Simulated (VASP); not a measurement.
Data:

```
Ru
1.0
    1.33502    -2.31233     0.00000
    1.33502     2.31233     0.00000
    0.00000     0.00000     4.21390
Ru
2
Direct
  0.33333   0.66667   0.25000
  0.66667   0.33333   0.75000
```

These are PBE GGA, VASP's PBE PAW potentials (set 64) (plane waves; VASP 6.6.1) values and carry that method's errors. Run with 500 eV cut-off, 16×16×9 Γ-centred mesh, first-order Methfessel-Paxton smearing of 0.10 eV, potentials Ru_pv.

Energy and stress use the plane-wave basis of the starting cell.

Problem. The ions, cell shape and volume at an external pressure of 30.0 GPa are relaxed. Which structure does the run end with?

Solution. 
```
Ru
1.0
    1.32476    -2.29455     0.00000
    1.32476     2.29455     0.00000
    0.00000     0.00000     4.18399
Ru
2
Direct
  0.33333   0.66667   0.25000
  0.66667   0.33333   0.75000
```
Space group P6_3/mmc (194), at a tolerance of 0.03 Å.

Problem. How do energy and volume change from the first to the last step?

Solution. The energy (σ→0) changes by +45.2 meV/atom and the volume by -2.2 %, in 7 ionic steps.

| step | E(σ→0) (eV) | max force (eV/Å) | pressure (GPa) | volume (Å³) |
|---|---|---|---|---|
| 1 | -18.3816 | 0.000 | 20.20 | 26.02 |
| 2 | -17.5133 | 0.000 | 82.78 | 23.13 |
| 3 | -18.2947 | 0.000 | 29.57 | 25.45 |
| 4 | -18.2907 | 0.000 | 29.96 | 25.43 |
| 5 | -18.2885 | 0.000 | 30.16 | 25.42 |
| 6 | -18.2959 | 0.000 | 29.35 | 25.46 |
| 7 | -18.2912 | 0.000 | 29.88 | 25.44 |

The compound is Ru in the hcp structure. This run relaxes it under an external pressure of 30 GPa. Symmetry was kept, so distortions that lower it aren't found.
